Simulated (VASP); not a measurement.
Method: PBEsol GGA, VASP's PBE PAW potentials (set 64) (plane waves; VASP).

Input for VASP

File POSCAR:
```
PtAl2
1
   -0.0000000000     2.7526162817     2.7526162817
    2.7526162817     0.0000000000     2.7526162817
    2.7526162817     2.7526162817    -0.0000000000
Al Pt
2 1
Direct
  0.2500000000   0.2500000000   0.2500000000
  0.7500000000   0.7500000000   0.7500000000
  0.0000000000   0.0000000000   1.0000000000
```

INCAR:
```
SYSTEM = PtAl2
PREC = Accurate
ENCUT = 500
EDIFF = 1E-6
NELM = 100
ALGO = Normal
LREAL = .FALSE.
LASPH = .TRUE.
ISMEAR = 1
SIGMA = 0.1
GGA = PS
LMAXMIX = 6
LWAVE = .FALSE.
LCHARG = .FALSE.
IBRION = 2
ISIF = 3
NSW = 40
EDIFFG = -0.02
PSTRESS = 450
```

**KPOINTS**
```
Automatic mesh
0
Gamma
10 10 10
0 0 0
```

POTCAR, in this order: Al Pt (PBE.64 set). Program: vasp_std.

Output of the run:

OSZICAR:
```
       N       E                     dE             d eps       ncg     rms          rms(c)
DAV:   1     0.528101053468E+02    0.52810E+02   -0.70596E+03  1176   0.113E+03
DAV:   2    -0.156014568223E+02   -0.68412E+02   -0.61461E+02  1256   0.201E+02
DAV:   3    -0.174417803163E+02   -0.18403E+01   -0.18080E+01  1440   0.320E+01
DAV:   4    -0.174565776513E+02   -0.14797E-01   -0.14795E-01  1320   0.334E+00
DAV:   5    -0.174567722248E+02   -0.19457E-03   -0.19457E-03  1376   0.414E-01    0.131E+01
DAV:   6    -0.168048376812E+02    0.65193E+00   -0.24229E+00  1312   0.161E+01    0.352E+00
DAV:   7    -0.167005473916E+02    0.10429E+00   -0.11716E-01  1260   0.352E+00    0.230E+00
DAV:   8    -0.166572287333E+02    0.43319E-01   -0.23339E-02  1316   0.146E+00    0.317E-01
DAV:   9    -0.166570760356E+02    0.15270E-03   -0.12888E-03  1380   0.353E-01    0.185E-01
DAV:  10    -0.166570738693E+02    0.21663E-05   -0.17656E-04  1288   0.117E-01    0.164E-02
DAV:  11    -0.166570734072E+02    0.46207E-06   -0.27064E-06  1348   0.159E-02
   1 F= -.49413543E+01 E0= -.49405535E+01  d E =-.494135E+01
```

File OUTCAR:
```
------------------------ aborting loop because EDIFF is reached ----------------------------------------
  FORCE on cell =-STRESS in cart. coord.  units (eV):
  Direction    XX          YY          ZZ          XY          YZ          ZX
  --------------------------------------------------------------------------------------
  Total       11.6827701     11.6827701     11.6827701      0.0000000      0.0000000      0.0000000
  in kB      448.7344324    448.7344324    448.7344324      0.0000000      0.0000000      0.0000000
  external PRESSURE =      -1.2655676 kB  Pullay stress =     450.0000000 kB
  volume of cell :       41.71
      direct lattice vectors                 reciprocal lattice vectors
     0.000000000  2.752616282  2.752616282    -0.181645369  0.181645369  0.181645369
     2.752616282  0.000000000  2.752616282     0.181645369 -0.181645369  0.181645369
     2.752616282  2.752616282  0.000000000     0.181645369  0.181645369 -0.181645369
 POSITION                                       TOTAL-FORCE (eV/Angst)
 -----------------------------------------------------------------------------------
      1.37631      1.37631      1.37631         0.000000     -0.000000     -0.000000
      4.12892      4.12892      4.12892        -0.000000      0.000000      0.000000
      0.00000      0.00000      0.00000        -0.000000      0.000000     -0.000000
 -----------------------------------------------------------------------------------
    total drift:                               -0.000000     -0.000000      0.000000
  FREE ENERGIE OF THE ION-ELECTRON SYSTEM (eV)
  ---------------------------------------------------
  free  energy   TOTEN  =       -16.6570734072 eV

  energy  without entropy=      -16.6546709431  energy(sigma->0) =      -16.65627259
  enthalpy is  TOTEN    =        -4.9413543103 eV   P V=       11.7157190969

 reached required accuracy - stopping structural energy minimisation
```
(Selected blocks of OUTCAR.)

File OUTCAR:
```
 val. band max:       10.5702437784   @ k =   0.5000   0.3000   0.1000

 cond. band min:      10.6253920741   @ k =   0.5000   0.2000   0.0000


 Fermi energy:        10.5914427335

 k-point     1 :       0.0000    0.0000    0.0000
  band No.  band energies     occupation
      1      -1.2845      2.00000
      2       4.2741      2.00000
      3       4.2741      2.00000
      4       4.2741      2.00000
      5       5.8651      2.00000
      6       5.8651      2.00000
      7      14.4892      0.00000
      8      14.4892      0.00000
      9      14.4892      0.00000
     10      15.2902      0.00000
     11      17.3288      0.00000
     12      17.3288      0.00000

 k-point     2 :       0.1000    0.0000    0.0000
  band No.  band energies     occupation
      1      -1.1210      2.00000
      2       4.2014      2.00000
      3       4.3312      2.00000
      4       4.3312      2.00000
      5       5.8438      2.00000
      6       5.8438      2.00000
      7      12.9988      0.00000
      8      14.2661      0.00000
      9      14.2661      0.00000
     10      15.3988      0.00000
     11      17.2331      0.00000
     12      17.2563      0.00000

 k-point     3 :       0.2000    0.0000    0.0000
  band No.  band energies     occupation
      1      -0.6439      2.00000
      2       4.0185      2.00000
      3       4.4658      2.00000
      4       4.4658      2.00000
      5       5.8268      2.00000
      6       5.8268      2.00000
      7      10.6749      0.00318
      8      13.5959      0.00000
      9      13.5959      0.00000
     10      15.4944      0.00000
     11      16.9457      0.00000
     12      16.9492      0.00000

 k-point     4 :       0.3000    0.0000    0.0000
  band No.  band energies     occupation
      1       0.0923      2.00000
      2       3.8016      2.00000
      3       4.5807      2.00000
      4       4.5807      2.00000
      5       5.9156      2.00000
      6       5.9156      2.00000
...
```

Unless said otherwise, spin-orbit coupling is left out, though it shifts the bands of the heavy elements here.

The compound is PtAl2 in the fluorite structure. It was relaxed first under an external pressure of 45 GPa.
